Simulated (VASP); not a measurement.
# InSe: formation energy of a vacancy on the In site

Aim: the formation energy and local structure of a vacancy on the In site in InSe. The start is a cell from a database of measured crystal structures.

Main program and level: VASP 6.6.1; PBEsol; plane waves and PAW (In, Se), in the first sound run; inputs show where later runs differ.

This is a report of a sequence of runs, with most program output left out.

The database entry behind the starting cell differs from later determinations by our own check (c about 1.7 % long), so it need not match the best structure at ambient conditions.

## (1) The host crystal

The structure is hexagonal, space group P6_3/mmc (No. 194). The conventional cell has a = 4.050 Å, b = 4.050 Å, c = 16.930 Å, α = 90.00°, β = 90.00°, γ = 120.00°. In has 3 Se at 2.52 Å nearest. Nearest to Se lie 3 In at 2.52 Å. Farther neighbours and most contacts between anions are not listed.

## (2) The host at zero pressure

First cell and atoms are relaxed at a raised cutoff, so that later runs start from this functional's own cell.

Contents of INCAR:

```
SYSTEM = InSe
PREC = Accurate
ENCUT = 350
EDIFF = 1E-06
NELM = 120
ISMEAR = 0
SIGMA = 0.05
LREAL = .FALSE.
ALGO = Normal
GGA = PS
NBANDS = 26
LORBIT = 11
LWAVE = .FALSE.
LCHARG = .FALSE.
KPAR = 4
IBRION = 2
NSW = 40
ISIF = 3
EDIFFG = -0.02
POTIM = 0.4
```

Contents of POSCAR:

```
InSe
1.0
    4.0500000000      0.0000000000      0.0000000000
   -2.0250000000      3.5074028853      0.0000000000
    0.0000000000      0.0000000000     16.9300000000
In Se
4 4
Direct
    0.6666666667      0.3333333333      0.8430000000
    0.3333333333      0.6666666667      0.3430000000
    0.6666666667      0.3333333333      0.6570000000
    0.3333333333      0.6666666667      0.1570000000
    0.6666666667      0.3333333333      0.3980000000
    0.3333333333      0.6666666667      0.8980000000
    0.6666666667      0.3333333333      0.1020000000
    0.3333333333      0.6666666667      0.6020000000
```

Contents of KPOINTS:

```
Automatic mesh
0
Gamma
5 5 2
0 0 0
```

PAW data sets: In and Se (PBE family, release 64).

Started as:

```bash
$ mpirun -np 4 vasp_std
```

Run time: 3.2 min. Hardware: 4 MPI ranks of AMD EPYC 7R43, shared host; peak memory 1.1 GiB; 13 min of CPU time.

The gap is read on the k-mesh alone, so it is an upper bound where the band edges lie off the mesh. The PAW data sets were made with PBE, which is usual practice but a small mismatch for other functionals. The data set In keeps the semicore shell frozen, which is cheaper and a little less accurate. The run keeps the 24 symmetry operations of its start, so it cannot find a distortion of lower symmetry.

Relaxation path:

```tsv
step	energy less that of the first step (eV)	largest force (eV/Å)	pressure (GPa)	volume (Å³)
1	0.0000	2.9903	6.62	240.49
2	-1.2959	0.3267	-3.90	276.39
3	-1.4113	0.9333	-2.21	267.18
4	-1.6795	0.5037	-1.50	256.92
5	-1.7864	0.2224	-0.35	246.05
6	-1.8689	0.2855	0.43	240.90
7	-1.8917	0.3675	1.56	234.34
8	-1.8959	0.3451	1.21	236.17
9	-1.9300	0.0605	-0.26	239.79
10	-1.9322	0.0325	0.02	239.10
11	-1.9322	0.0362	0.04	239.04
12	-1.9324	0.0148	0.00	239.14
```

```tsv
conventional cell, symmetrised	before	after	change
a (Å)	4.050	4.029	-0.5 %
b (Å)	4.050	4.029	-0.5 %
c (Å)	16.930	17.014	+0.5 %
volume (Å³/atom)	30.06	29.89	-0.6 %
```

The atoms that moved most (Å, as changes of fractional coordinates times the final cell):

```tsv
atom	dx	dy	dz	length
In2	0.000	0.000	-0.197	0.197
In3	0.000	0.000	0.197	0.197
In4	0.000	0.000	0.197	0.197
In1	0.000	0.000	-0.197	0.197
Se5	0.000	0.000	0.153	0.153
Se6	0.000	0.000	0.153	0.153
Se8	0.000	0.000	-0.153	0.153
Se7	0.000	0.000	-0.153	0.153
```

The relaxed structure:

```
In Se
1.0
     4.02860    0.00000    0.00000
    -2.01430    3.48887    0.00000
     0.00000    0.00000   17.01404
In Se
4 4
Direct
  0.66667 0.33333 0.83141
  0.33333 0.66667 0.33141
  0.66667 0.33333 0.66859
  0.33333 0.66667 0.16859
  0.66667 0.33333 0.40701
  0.33333 0.66667 0.90701
  0.66667 0.33333 0.09299
  0.33333 0.66667 0.59299
```

A gap read on the k-mesh alone can miss the band edges.

This step gave:

```
electronic cycles                               : 100
electrons                                       : 36
free energy (TOTEN)                             : -31.07 eV
Fermi energy                                    : 2.806 eV
labelled metallic, from the levels on this mesh : no
gap on the k-mesh                               : 0.3939 eV
least direct gap on the k-mesh                  : 0.3939 eV
```

The run ended after 12 ionic steps, 1.932 eV below its first step, once forces and stress met EDIFFG = -0.02.

## (3) Screening in the host

Charged cells interact with their images through the host's screening, so the correction needs its dielectric constant.

Contents of INCAR:

```
SYSTEM = InSe
PREC = Accurate
ENCUT = 300
EDIFF = 1E-08
NELM = 120
ISMEAR = 0
SIGMA = 0.05
LREAL = .FALSE.
ALGO = Normal
GGA = PS
NBANDS = 26
LWAVE = .FALSE.
LCHARG = .FALSE.
KPAR = 4
LEPSILON = .TRUE.
IBRION = 8
NSW = 1
```

Contents of POSCAR:

```
InSe
1.0
    4.0286037980      0.0000000000      0.0000000000
   -2.0143018990      3.4888732309      0.0000000000
    0.0000000000      0.0000000000     17.0140360000
In Se
4 4
Direct
    0.6666666667      0.3333333333      0.8314070554
    0.3333333333      0.6666666667      0.3314070554
    0.6666666667      0.3333333333      0.6685929446
    0.3333333333      0.6666666667      0.1685929446
    0.6666666667      0.3333333333      0.4070062334
    0.3333333333      0.6666666667      0.9070062334
    0.6666666667      0.3333333333      0.0929937666
    0.3333333333      0.6666666667      0.5929937666
```

Contents of KPOINTS:

```
Automatic mesh
0
Gamma
7 7 2
0 0 0
```

Started as:

```bash
$ mpirun -np 4 vasp_std
```

Wall time 7.3 min (4 MPI ranks); peak memory 1.9 GiB; 29 min of CPU time.

Energies printed during the response cycles are not total energies of the cell. With a direct gap this small, the dielectric response converges slowly with the mesh, so tensor and charges are uncertain; a mesh that holds the point of the least gap tends to give too large a tensor.

This step gave:

| Item | Value |
| --- | --- |
| pressure of the cell | -0.04245 GPa |
| largest force of the cell | 0.01475 eV/Å |
| Fermi energy | 2.802 eV |
| gap on the k-mesh | 0.3947 eV |
| least direct gap on the k-mesh | 0.3947 eV |

Electronic dielectric tensor with local fields:

```
 8.40  0.00  0.00
 0.00  8.40  0.00
 0.00  0.00 22.02
```

Ionic part of the static dielectric tensor:

```
3.39 0.00 0.00
0.00 3.39 0.00
0.00 0.00 0.60
```

Born effective charge (e), principal values of the symmetric part by kind of site:

```tsv
atom	atoms with these values	low	middle	high	mean
In1	4	1.13	2.46	2.46	2.01
Se5	4	-2.46	-2.46	-1.13	-2.01
```

In full for Se5:

```
-2.46  0.00  0.00
 0.00 -2.46  0.00
 0.00  0.00 -1.13
```

Lines of the infrared spectrum (strongest = 100):

```tsv
position (cm⁻¹)	lines merged	squared mode dipole, relative
13	2	0.0
22	1	0.0
36	2	0.0
37	2	0.0
103	1	0.0
106	1	0.0
173	4	0.0
177	4	100
193	1	11
203	1	0.0
228	1	0.0
229	1	0.0
```

The electrons screen with a mean of 12.94 and the ions add 2.46; the sum enters the correction.

## (4) The supercell without the defect

System of this step: InSe. It takes space group P6_3/mmc (No. 194, hexagonal). The conventional cell has a = 4.029 Å, b = 4.029 Å, c = 17.014 Å, α = 90.00°, β = 90.00°, γ = 120.00°. In has 3 Se at 2.66 Å and 1 In at 2.77 Å nearest. Nearest to Se lie 3 In at 2.66 Å. Farther neighbours and most contacts between anions are not listed.

The same cell, mesh and cutoff without the defect give the energy to subtract and, in a gapped host, the band edges to count from, so that most errors cancel.

Contents of INCAR:

```
SYSTEM = InSe
PREC = Normal
ENCUT = 300
EDIFF = 1E-05
NELM = 120
ISMEAR = 0
SIGMA = 0.05
LREAL = Auto
ALGO = Fast
GGA = PS
NBANDS = 96
LORBIT = 11
LWAVE = .FALSE.
LCHARG = .FALSE.
NCORE = 4
```

Contents of POSCAR:

```
InSe
1.0
    8.0572075960      0.0000000000      0.0000000000
   -4.0286037980      6.9777464618      0.0000000000
    0.0000000000      0.0000000000     17.0140360000
In Se
16 16
Direct
    0.3333333334      0.1666666666      0.8314070554
    0.3333333334      0.6666666666      0.8314070554
    0.8333333334      0.1666666666      0.8314070554
    0.8333333334      0.6666666666      0.8314070554
    0.1666666666      0.3333333334      0.3314070554
    0.1666666666      0.8333333333      0.3314070554
    0.6666666667      0.3333333334      0.3314070554
    0.6666666666      0.8333333333      0.3314070554
    0.3333333334      0.1666666666      0.6685929446
    0.3333333334      0.6666666666      0.6685929446
    0.8333333334      0.1666666666      0.6685929446
    0.8333333334      0.6666666666      0.6685929446
    0.1666666666      0.3333333334      0.1685929446
    0.1666666666      0.8333333333      0.1685929446
    0.6666666667      0.3333333334      0.1685929446
    0.6666666666      0.8333333333      0.1685929446
    0.3333333334      0.1666666666      0.4070062334
    0.3333333334      0.6666666666      0.4070062334
    0.8333333334      0.1666666666      0.4070062334
    0.8333333334      0.6666666666      0.4070062334
    0.1666666666      0.3333333334      0.9070062334
    0.1666666666      0.8333333333      0.9070062334
    0.6666666667      0.3333333334      0.9070062334
    0.6666666666      0.8333333333      0.9070062334
    0.3333333334      0.1666666666      0.0929937666
    0.3333333334      0.6666666666      0.0929937666
    0.8333333334      0.1666666666      0.0929937666
    0.8333333334      0.6666666666      0.0929937666
    0.1666666666      0.3333333334      0.5929937666
    0.1666666666      0.8333333333      0.5929937666
    0.6666666667      0.3333333334      0.5929937666
    0.6666666666      0.8333333333      0.5929937666
```

Contents of KPOINTS:

```
Automatic mesh
0
Gamma
2 2 1
0 0 0
```

Started as:

```bash
$ mpirun -np 4 vasp_std
```

Wall time 15 s (4 MPI ranks); peak memory 0.57 GiB; 58 s of CPU time.

This step gave:

| Property | Result |
| --- | --- |
| electronic cycles | 15 |
| electrons | 144 |
| free energy (TOTEN) | -123.6958 eV |
| Fermi energy | 2.818 eV |
| gap on the k-mesh | 0.3878 eV |

No direct gap is given, since this cell folds other wave vectors onto the zone centre.

The perfect cell has a gap of 0.39 eV on this mesh, with its valence-band top at 2.624 eV, and charged states follow.

## (5) Reference In

This step: PBEsol; plane waves and PAW (In) (VASP 6.6.1).

System of this step: In. Symmetry: I4/mmm, No. 139, tetragonal system. The conventional cell has a = 3.246 Å, b = 3.246 Å, c = 4.939 Å, α = 90.00°, β = 90.00°, γ = 90.00°. Nearest to In lie 12 In at 3.25 to 3.37 Å.

The reference for In is its crystal, relaxed at the cutoff of the large cell.

Contents of INCAR:

```
SYSTEM = In
PREC = Normal
ENCUT = 300
EDIFF = 1E-05
NELM = 120
ISMEAR = 1
SIGMA = 0.1
LREAL = Auto
ALGO = Fast
GGA = PS
NBANDS = 7
LORBIT = 11
LWAVE = .FALSE.
LCHARG = .FALSE.
KPAR = 4
IBRION = 2
NSW = 25
ISIF = 3
EDIFFG = -0.02
POTIM = 0.4
```

Contents of POSCAR:

```
In
1.0
   -1.6228100628      1.6228100628      2.4694200000
    1.6228100628     -1.6228100628      2.4694200000
    1.6228100628      1.6228100628     -2.4694200000
In
1
Direct
    0.0000000000      0.0000000000      0.0000000000
```

Contents of KPOINTS:

```
Automatic mesh
0
Gamma
11 11 11
0 0 0
```

The projector-augmented-wave data sets are In (PBE family, release 64).

Started as:

```bash
$ mpirun -np 4 vasp_std
```

Wall time 6 s (4 MPI ranks); peak memory 0.33 GiB.

This run has no spin polarisation. Its electron count is odd, so without a moment it is a metal by construction. The k-mesh is coarse for a metal. The run keeps the 16 symmetry operations of its start, so it cannot find a distortion of lower symmetry.

The steps of the relaxation:

```tsv
step	energy less that of the first step (eV)	largest force (eV/Å)	pressure (GPa)	volume (Å³)
1	0.0000	0.0000	-0.43	26.01
2	-0.0005	0.0000	-0.06	25.80
3	-0.0006	0.0000	0.08	25.71
4	-0.0006	0.0000	0.11	25.68
5	-0.0009	0.0000	0.11	25.67
6	-0.0018	0.0000	0.14	25.65
7	-0.0019	0.0000	0.16	25.64
8	-0.0019	0.0000	-0.07	25.79
```

```tsv
conventional cell, symmetrised	before	after	change
a (Å)	3.246	3.270	+0.7 %
b (Å)	3.246	3.270	+0.7 %
c (Å)	4.939	4.825	-2.3 %
volume (Å³/atom)	26.01	25.79	-0.8 %
```

Final coordinates:

```
In
1.0
    -1.63482    1.63482    2.41263
     1.63482   -1.63482    2.41263
     1.63482    1.63482   -2.41263
In
1
Direct
  0.00000 0.00000 0.00000
```

Numbers from this step:

- electronic cycles: 30
- electrons: 3
- free energy (TOTEN): -2.971 eV
- energy at zero smearing: -2.971 eV
- Fermi energy: 4.966 eV
- labelled metallic, from the levels on this mesh: yes

The run ended after 8 ionic steps, 0.002 eV below its first step, once forces and stress met EDIFFG = -0.02.

Energy at zero smearing: -2.97124 eV.

## (6) Reference Se

This step: PBEsol; plane waves and PAW (Se) (VASP 6.6.1).

System of this step: Se. The structure is trigonal, space group P3_121 (No. 152). Conventional cell: a = 4.505 Å, b = 4.505 Å, c = 4.979 Å, α = 90.00°, β = 90.00°, γ = 120.00°. Nearest to Se lie 2 Se at 2.38 Å.

Se is not exchanged here; its energy serves the host's formation enthalpy.

Edit INCAR of step 5 so:

```diff
@@ -1,2 +1,2 @@
-SYSTEM = In
+SYSTEM = Se
 PREC = Normal
@@ -5,3 +5,3 @@
 NELM = 120
-ISMEAR = 1
+ISMEAR = 0
 SIGMA = 0.1
@@ -10,3 +10,3 @@
 GGA = PS
-NBANDS = 7
+NBANDS = 15
 LORBIT = 11
```

Contents of POSCAR:

```
Se
1.0
    4.5048207049      0.0000000000      0.0000000000
   -2.2524103524      3.9012891699      0.0000000000
    0.0000000000      0.0000000000      4.9787963167
Se
3
Direct
    0.2178929800      0.0000000000      0.3333333300
    0.0000000000      0.2178929800      0.6666666700
    0.7821070200      0.7821070200      0.0000000000
```

Contents of KPOINTS:

```
Automatic mesh
0
Gamma
7 7 6
0 0 0
```

PAW data sets: Se (PBE family, release 64).

Started as:

```bash
$ mpirun -np 4 vasp_std
```

It took 33 s on 4 MPI ranks; peak memory 0.52 GiB.

After so large a change of volume the plane waves of the start cell no longer fit, so the final stress carries a basis-set error. The run keeps the 6 symmetry operations of its start, so it cannot find a distortion of lower symmetry.

Relaxation path:

```tsv
step	energy less that of the first step (eV)	largest force (eV/Å)	pressure (GPa)	volume (Å³)
1	0.0000	0.1970	-0.69	87.50
2	-0.0113	0.2192	-0.54	86.23
3	-0.0412	0.3040	0.13	82.49
4	-0.0681	0.4987	2.36	75.29
5	-0.0716	0.4769	2.30	75.07
6	-0.0811	0.4110	2.13	74.42
7	-0.0955	0.2954	2.01	73.13
8	-0.1075	0.1190	1.97	70.55
9	-0.1142	0.0677	1.34	71.23
10	-0.1209	0.0544	0.00	72.85
11	-0.1209	0.0648	-0.17	73.00
12	-0.1209	0.0618	-0.14	72.96
13	-0.1218	0.0519	-0.13	72.94
14	-0.1238	0.0243	-0.09	72.90
15	-0.1261	0.0279	0.00	72.80
16	-0.1262	0.0472	0.02	72.77
17	-0.1265	0.0265	-0.12	72.78
18	-0.1266	0.0055	-0.27	72.80
19	-0.1267	0.0066	-0.24	72.72
20	-0.1270	0.0071	-0.19	72.46
21	-0.1273	0.0071	-0.03	71.94
```

```tsv
conventional cell, symmetrised	before	after	change
a (Å)	4.505	4.018	-10.8 %
b (Å)	4.505	4.018	-10.8 %
c (Å)	4.979	5.147	+3.4 %
volume (Å³/atom)	29.17	23.98	-17.8 %
```

The atoms that moved most (Å, as changes of fractional coordinates times the final cell):

```tsv
atom	dx	dy	dz	length
Se3	-0.065	-0.113	0.000	0.130
Se1	0.130	0.000	0.000	0.130
Se2	-0.065	0.113	0.000	0.130
```

Final coordinates:

```
Se
1.0
     4.01755    0.00000    0.00000
    -2.00878    3.47930    0.00000
     0.00000    0.00000    5.14688
Se
3
Cartesian
  1.0055 0.0000 1.7156
  -0.5028 0.8708 3.4313
  1.5060 2.6085 0.0000
```

This step gave:

* electronic cycles: 108
* electrons: 18
* free energy (TOTEN): -11.55 eV
* Fermi energy: 4.184 eV
* labelled metallic, from the levels on this mesh: no
* gap on the k-mesh: 0.8807 eV
* least direct gap on the k-mesh: 1.069 eV

The run ended after 21 ionic steps, 0.127 eV below its first step, once forces and stress met EDIFFG = -0.02.

Energy at zero smearing: -11.54989 eV.

## (7) Relaxing the defect, charge 0, spin collinear

This step: PBEsol, spin-polarised, with small moments to start from; plane waves and PAW (In, Se) (VASP 6.6.1).

System of this step: In15Se16. The cell holds 31 atoms: 15 In and 16 Se. Cell: a = 8.057 Å, b = 8.057 Å, c = 17.014 Å, α = 90.0°, β = 90.0°, γ = 120.0°. It derives from InSe. Nearest the centre at fractional (0.333, 0.167, 0.831): Se20 at 2.62 Å, Se22 at 2.65 Å, Se21 at 2.71 Å, In8 at 2.76 Å, In2 at 4.03 Å, In1 at 4.03 Å, In3 at 4.03 Å, Se24 at 4.45 Å.

Atoms within 3.3 Å of the defect's centre start slightly displaced, with symmetry off, so that a distortion can develop. The atoms relax at the host's fixed cell.

Contents of INCAR:

```
SYSTEM = In15Se16
PREC = Normal
ENCUT = 300
EDIFF = 1E-05
NELM = 120
ISMEAR = 0
SIGMA = 0.05
LREAL = Auto
ALGO = Fast
GGA = PS
NBANDS = 92
ISPIN = 2
MAGMOM = 0 0 0 0 0 0 0 0.6 0 0 0 0 0 0 0 0 0 0 0 0.6 0.6 0.6 0 0 0 0 0 0 0 0 0
LORBIT = 11
LWAVE = True
LCHARG = .TRUE.
NCORE = 4
IBRION = 2
NSW = 50
ISIF = 2
EDIFFG = -0.03
POTIM = 0.4
MAXMIX = 40
ISYM = 0
```

Contents of POSCAR:

```
In15Se16
1.0
    8.0572075960      0.0000000000      0.0000000000
   -4.0286037980      6.9777464618      0.0000000000
    0.0000000000      0.0000000000     17.0140360000
In Se
15 16
Direct
    0.3333333300      0.6666666700      0.8314070600
    0.8333333300      0.1666666700      0.8314070600
    0.8333333300      0.6666666700      0.8314070600
    0.1666666700      0.3333333300      0.3314070600
    0.1666666700      0.8333333300      0.3314070600
    0.6666666700      0.3333333300      0.3314070600
    0.6666666700      0.8333333300      0.3314070600
    0.3369912300      0.1638067400      0.6692127400
    0.3333333300      0.6666666700      0.6685929400
    0.8333333300      0.1666666700      0.6685929400
    0.8333333300      0.6666666700      0.6685929400
    0.1666666700      0.3333333300      0.1685929400
    0.1666666700      0.8333333300      0.1685929400
    0.6666666700      0.3333333300      0.1685929400
    0.6666666700      0.8333333300      0.1685929400
    0.3333333300      0.1666666700      0.4070062300
    0.3333333300      0.6666666700      0.4070062300
    0.8333333300      0.1666666700      0.4070062300
    0.8333333300      0.6666666700      0.4070062300
    0.1667128100      0.3282423600      0.9058394900
    0.1625269400      0.8283039100      0.9100731700
    0.6655273900      0.3347477000      0.9065503100
    0.6666666700      0.8333333300      0.9070062300
    0.3333333300      0.1666666700      0.0929937700
    0.3333333300      0.6666666700      0.0929937700
    0.8333333300      0.1666666700      0.0929937700
    0.8333333300      0.6666666700      0.0929937700
    0.1666666700      0.3333333300      0.5929937700
    0.1666666700      0.8333333300      0.5929937700
    0.6666666700      0.3333333300      0.5929937700
    0.6666666700      0.8333333300      0.5929937700
```

Contents of KPOINTS:

```
Automatic mesh
0
Gamma
2 2 1
0 0 0
```

The projector-augmented-wave data sets are In and Se (PBE family, release 64).

Started as:

```bash
$ mpirun -np 4 vasp_std
```

Run time: 26 min. Hardware: 4 MPI ranks; peak memory 0.79 GiB.

Step by step (22 of 50):

```tsv
step	energy less that of the first step (eV)	largest force (eV/Å)
1	0.0000	0.6954
3	-0.1319	0.3155
6	-0.2292	0.3666
8	-0.3084	0.3092
10	-0.3572	0.3937
13	-0.3937	0.2637
15	-0.4263	0.1090
17	-0.4377	0.1160
20	-0.4418	0.0774
22	-0.4475	0.0973
24	-0.4587	0.1180
27	-0.4838	0.3090
29	-0.4921	0.2869
31	-0.4926	0.2823
34	-0.5203	0.1720
36	-0.5333	0.1665
38	-0.5332	0.1672
41	-0.5473	0.1574
43	-0.5555	0.0859
45	-0.5608	0.0753
48	-0.5643	0.0988
50	-0.5705	0.0907
```

The atoms that moved most (Å):

```tsv
atom	dx	dy	dz	length
Se20	0.379	-0.260	-0.703	0.840
Se22	-0.322	-0.294	-0.612	0.751
In8	-0.081	0.157	-0.655	0.678
In11	-0.063	0.160	0.266	0.317
In3	0.086	-0.070	0.290	0.311
In9	0.063	0.170	0.248	0.307
Se28	-0.185	0.206	0.080	0.288
In2	0.024	-0.017	0.286	0.287
```

The relaxed structure:

```xyz
31
Lattice="8.0572 0.0000 0.0000 -4.0286 6.9777 0.0000 0.0000 0.0000 17.0140" Properties=species:S:1:pos:R:3 pbc="T T T"
In   -0.0457    4.5845   14.4004
In    6.0666    1.1460   14.4315
In    4.1145    4.5818   14.4361
In   -0.0031    2.3328    5.6362
In   -2.0167    5.8073    5.6189
In    4.0285    2.3332    5.6327
In    2.0144    5.8130    5.6222
In    1.9740    1.2998   10.7313
In    0.0632    4.8218   11.6236
In    6.0299    1.1064   11.5814
In    3.9661    4.8120   11.6417
In    0.0041    2.3264    2.8602
In   -2.0154    5.8201    2.8355
In    4.0229    2.3297    2.8562
In    2.0144    5.7986    2.8436
Se    2.0137    1.1594    6.9252
Se   -0.0043    4.6557    6.9240
Se    6.0405    1.1640    6.9161
Se    4.0310    4.6530    6.9254
Se    0.3994    2.0308   14.7087
Se   -1.9833    5.7463   15.6245
Se    3.6919    2.0414   14.8121
Se    2.0262    5.7531   15.5991
Se    2.0127    1.1720    1.5705
Se   -0.0087    4.6419    1.5642
Se    6.0435    1.1664    1.5845
Se    4.0350    4.6439    1.5593
Se   -0.1846    2.5318   10.1694
Se   -2.0201    5.7856   10.1696
Se    4.1525    2.5047   10.2008
Se    2.0143    5.8369   10.1092
```

The run used up its steps with a largest force of 0.09 eV/Å at its last finished step, so it is continued.

[end of part 1 of 2]

[Lines on the potential files, build, host, timing and source positions are cut from VASP's logs without a mark.]

[Logs are printed without paths, hosts, clocks, repeated set-up lines and the standing remarks that a program may print on its own settings, such as how far it seeks lower states.]

[Hosts, paths, dates, database ids (printed as entryN), source tags and the programs' standing remarks are cut or masked in the printed files.]

[In band tables of VASP the shares of atoms and orbitals are scaled to a sum of 1 inside the atoms' spheres.]

[Runs that stopped without an error message from VASP are left out.]
